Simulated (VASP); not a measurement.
Consider the following.

```
CELL_PARAMETERS angstrom
      3.94097     0.00000     0.00000
      0.00000     3.94097     0.00000
      0.00000     0.00000     3.94097
ATOMIC_POSITIONS crystal
  Sn 0.00000 0.00000 0.00000
  Pd 0.00000 0.50000 0.50000
  Pd 0.50000 0.00000 0.50000
  Pd 0.50000 0.50000 0.00000
```

Level of theory: LDA (Ceperley-Alder, Perdew-Zunger), VASP's LDA PAW potentials (set 64) (plane waves; VASP 6.6.1). Run with 400 eV cut-off, 7×7×7 Γ-centred mesh, first-order Methfessel-Paxton smearing of 0.10 eV, potentials Sn_d Pd.

Unless said otherwise, spin-orbit coupling is left out, though it shifts the bands of the heavy elements here.

Question: What does the run give for the energy per atom (σ→0), band gap (on the k-mesh) with the smallest direct gap where there is one?

Answer: 
```yaml
band gap (on the k-mesh): none (metal, semimetal or under 0.01 eV)
energy per atom (σ→0): -6.537 eV/atom
```

The absolute energy has meaning only against runs of the same code, potentials and settings.

The structure comes from a computed database's SnPd3 entry (Pm-3m); how it stands against other phases isn't given here. It was relaxed first. The start is the result of an earlier pass.
